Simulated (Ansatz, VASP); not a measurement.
# SnTe in two plane-wave programs, part 2 of 2

Aim: how closely do two programs agree when they are given the same cell, functional and k mesh? The cell is taken from a series of runs on this material, whose earlier steps may have relaxed, scaled, displaced or heated it; both programs get it as it stands.

VASP 6.6.1 and Ansatz 0.2.0.

So far: The starting structure; VASP: zone-centre phonons, PBEsol, pair 1; Ansatz: zone-centre phonons, PBEsol, pair 1; Differences.

## Step 5: Ansatz: zone-centre phonons, PBEsol, pair 2

Level of this step: Ansatz beside VASP: Kohn-Sham DFT, plane waves, PBEsol (Ansatz).

Second derivatives magnify differences that forces hide, and they need a tight electronic threshold. The cell compared in this pair holds 64.65 Å³, against 63.41 Å³ for the pair before.

The cell is taken from a series of runs on this material, whose earlier steps may have relaxed, scaled, displaced or heated it; both programs get it as it stands.

input.yaml reads:

```yaml
crystal:
  lattice:
    - [0.0, 3.1855059402, 3.1855059402]
    - [3.1855059402, 0.0, 3.1855059402]
    - [3.1855059402, 3.1855059402, 0.0]
  atoms:
    - { symbol: Sn, position: [0.0, 0.0, 0.0] }
    - { symbol: Te, position: [0.5, 0.5, 0.5] }
kpoints:
  mp_grid: { grid: [12, 12, 12] }
hamiltonian:
  xc: pbesol
  pseudopotentials: { kind: paw, azcp: { folder: soft_1 }, xc_functional: pbe }
scf:
  occupations: { method: gaussian, width: 0.01 }
output:
  eigenvalues: true
phonons:
  method: dfpt
```

Run with:

```console
ansatz run input.yaml --threads 4 --pin off --max-ram 10240MiB --backend cpu --events-out ev --progress --plain --runs-dir out
```

Numbers of over 12 decimals in the logs are rounded to 6 here.

What it wrote:

```text
[...]
Crystal: 2 atoms, lattice volume = 64.650 Å³
Basis set: ecut = 420 eV, 1243 PW (Γ), exchange–correlation on 64×64×64 points (8 copies of the dense FFT grid, shifted against one another)
Bands: 19, of which v1, the nominal top of the filled ones, is band 15 counted from 1 (14 counted from 0)
Symmetry: 48 space group operations
k-points: 163 of 1728 (irreducible under 8 space group operations, time reversal used)
[...]
k-point 1: bands = [... 11 lower, 3.9107, 7.0242, 7.0242, 7.2275, 11.9992, 11.9992, 12.0001, 13.7835]
  k-point 2: bands = [... 11 lower, 3.2226, 7.0566, 7.0566, 7.6555, 11.3279, 11.3279, 11.3306, 13.8079]
  k-point 162: bands = [... 11 lower, 1.7768, 4.4194, 4.4194, 8.2441, 9.8836, 13.6198, 13.6198, 14.9679]
[...]
ASR residual: 4.175e-5 → 0.000e0 eV/Å²; symmetrization residual: 1.749e-5 eV/Å²
  ASR residual per site (eV/Å²): 1.43e-5 4.17e-5
  Γ frequencies (cm⁻¹): -42.93 -42.93 -42.93 0.00 0.00 0.00
[...]
[key lines of the parts left out:]
SCF converged after 8 iterations
Free energy (F): -12851.994171 eV
Fermi energy:    9.051021 eV
```

## Step 6: VASP: zone-centre phonons, PBEsol, pair 2

The same cell, functional, mesh and smearing now go to VASP, with its own data sets.

INCAR reads:

```
SYSTEM = SnTe
PREC = Accurate
ENCUT = 500
EDIFF = 1E-08
NELM = 120
ISMEAR = 0
SIGMA = 0.01
LREAL = .FALSE.
ALGO = Normal
GGA = PS
NBANDS = 16
LORBIT = 11
LWAVE = .FALSE.
LCHARG = .FALSE.
ISIF = 2
IBRION = 8
LASPH = .TRUE.
GGA_COMPAT = .FALSE.
KPAR = 2
```

POSCAR reads:

```
SnTe
1.0
    0.0000000000      3.1855059402      3.1855059402
    3.1855059402      0.0000000000      3.1855059402
    3.1855059402      3.1855059402      0.0000000000
Sn Te
1 1
Direct
    0.0000000000      0.0000000000      0.0000000000
    0.5000000000      0.5000000000      0.5000000000
```

KPOINTS reads:

```
Automatic mesh
0
Gamma
12 12 12
0 0 0
```

Potentials, in the order of the species: Sn_d and Te (PBE family, release 64).

Run with:

```console
mpirun -np 2 vasp_std
```

What it wrote:

```text
[banner, memory and clock lines left out]
running    2 mpi-ranks, on    1 nodes
[...]
[... a notice as in an earlier step ...]

 LDA part: xc-table for (Slater+PW92), standard interpolation
 POSCAR, INCAR and KPOINTS ok, starting setup
[...]
entering main loop
       N       E                     dE             d eps       ncg     rms          rms(c)
DAV:   1     0.120408897831E+03    0.12041E+03   -0.94600E+03  2328   0.138E+03
DAV:   2     0.162183418126E+01   -0.11879E+03   -0.11615E+03  2488   0.341E+02
DAV:   3    -0.812167920981E+01   -0.97435E+01   -0.96825E+01  2952   0.869E+01
DAV:   4    -0.838079593234E+01   -0.25912E+00   -0.25904E+00  2784   0.154E+01
[...]
DAV:  13    -0.832607795346E+01    0.14610E-06   -0.50848E-08  3232   0.187E-03    0.842E-03
DAV:  14    -0.832607783749E+01    0.11598E-06   -0.27627E-07  3088   0.551E-03    0.548E-04
DAV:  15    -0.832607782900E+01    0.84874E-08   -0.16612E-08  2232   0.900E-04
   1 F= -.83260778E+01 E0= -.83260778E+01  d E =-.921312E-07
[...]
RMM:  15    -0.220423540286E+00    0.60584E-07    0.21676E-08 10016   0.235E-05    0.324E-06
RMM:  16    -0.220423513547E+00    0.26740E-07    0.12920E-08 10048   0.185E-05    0.660E-06
RMM:  17    -0.220423514815E+00   -0.12687E-08    0.37767E-09  7345   0.155E-05    0.492E-06
 first order change of Fermi-energy   0.11186E-03
 force on displaced ion       1 direction 1 :   0.351   0.000   0.000
 Linear response progress:
  Degree of freedom:   2/  2
       N       E                     dE             d eps       ncg     rms          rms(c)
RMM:   1    -0.470826338779E-01   -0.47083E-01    0.68430E-02 11093   0.840E-01
RMM:   2    -0.477870687355E-01   -0.70443E-03   -0.19615E-03  9791   0.210E-01    0.560E-02
RMM:   3    -0.479765305693E-01   -0.18946E-03   -0.16187E-04  9932   0.594E-02    0.449E-02
RMM:   4    -0.482423758557E-01   -0.26585E-03   -0.24256E-05  9827   0.288E-02    0.592E-03
[...]
RMM:   9    -0.482544128168E-01    0.15663E-06    0.42717E-07 10807   0.490E-05    0.152E-05
RMM:  10    -0.482544490282E-01   -0.36211E-07   -0.19224E-07 10406   0.165E-05    0.175E-06
RMM:  11    -0.482544571095E-01   -0.80813E-08    0.18561E-09  9940   0.830E-06    0.160E-06
 first order change of Fermi-energy   0.11474E-03
 force on displaced ion       2 direction 1 :   0.343   0.000   0.000
 Linear response finished
```

Parts of OUTCAR (step 6):

```text
  Total       -0.6819855     -0.6819855     -0.6819855      0.0000000      0.0000000      0.0000000
  in kB      -16.9013138    -16.9013138    -16.9013138      0.0000000      0.0000000      0.0000000
  external PRESSURE =     -16.9013138 kB  Pullay stress =       0.0000000 kB

 POSITION                                       TOTAL-FORCE (eV/Angst)
 -----------------------------------------------------------------------------------
      0.00000      0.00000      0.00000         0.000000      0.000000      0.000000
      3.18551      3.18551      3.18551         0.000000      0.000000      0.000000
 -----------------------------------------------------------------------------------
    total drift:                               -0.000000      0.000000      0.000000

[... 1 part as in an earlier step ...]

[... 1 further part left out ...]
```

## Step 7: Comparison

What differs besides the data sets and the points named for the pairs above, as far as they apply: the data sets hold 30 valence electrons in Ansatz (on its PAW soft_1 files) and 20 in VASP. Total energies have different zeros and are not compared.

Both answers:

| quantity | Ansatz | VASP | difference |
| --- | --- | --- | --- |
| optical mode 1 to 3 (imaginary, printed as negative) (cm⁻¹) | -42.9 | -39.2 | -3.8 |

Modes are paired by rising frequency, not by their patterns, so a pair may set unlike modes beside each other; they are those without the splitting of longitudinal modes.

## Step 8: Summary of results

| Item | Value |
| --- | --- |
| r.m.s. difference of the optical zone-centre modes, each program's sorted by frequency (zone-centre phonons, PBEsol, pair 1) | 7.4 cm⁻¹ |
| r.m.s. difference of the optical zone-centre modes, each program's sorted by frequency (zone-centre phonons, PBEsol, pair 2) | 3.8 cm⁻¹ |

In words: The r.m.s. difference of the optical zone-centre modes, each program's sorted by frequency is 7.4 cm⁻¹ (zone-centre phonons, PBEsol, pair 1). The data sets hold unlike numbers of valence electrons (30 in Ansatz and 20 in VASP), so part of the differences comes from the potentials. What causes the difference of the zone-centre phonons, PBEsol, pair 1 pair stays open here. Such differences can come from data sets, numerical settings and the points named under the comparisons, not from the functional's error against experiment.

[Lines on the potential files, build, host, timing and source positions are cut from VASP's logs without a mark.]

[Logs are printed without paths, hosts, clocks, repeated set-up lines and the standing remarks that a program may print on its own settings, such as how far it seeks lower states.]

[Hosts, paths, dates, database ids (printed as entryN), source tags and the programs' standing remarks are cut or masked in the printed files.]
